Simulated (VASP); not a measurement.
Input:

```
CELL_PARAMETERS angstrom
      5.03793     0.00000     0.00000
      0.00000     5.03793     0.00000
      0.00000     0.00000     3.46303
ATOMIC_POSITIONS crystal
  Pb 0.00000 0.00000 0.00000
  Pb 0.50000 0.50000 0.50000
  O  0.30730 0.30730 0.00000
  O  0.80730 0.19270 0.50000
  O  0.19270 0.80730 0.50000
  O  0.69270 0.69270 0.00000
```

The numbers are results of optB88-vdW, VASP's PBE PAW potentials (set 64) (plane waves; VASP), not measurements. Run with 520 eV cut-off, 5×5×7 Γ-centred mesh, tetrahedra with Blöchl corrections, potentials Pb_d O.

The cores are frozen, which limits the accuracy of field gradients.

Q: Give the principal components of the electric field gradient (V/Å²) and the asymmetry η at each nucleus.

A: 
```csv
atom,Vxx,Vyy,Vzz,η
Pb1,-99.0,-28.3,127.3,0.56
Pb2,-99.0,-28.3,127.3,0.56
O3,80.0,54.6,-134.6,0.19
O4,80.0,54.6,-134.6,0.19
O5,80.0,54.6,-134.6,0.19
O6,80.0,54.6,-134.6,0.19
```

The compound is PbO2 in the rutile structure. It was relaxed first, which changed the volume by +5 %.
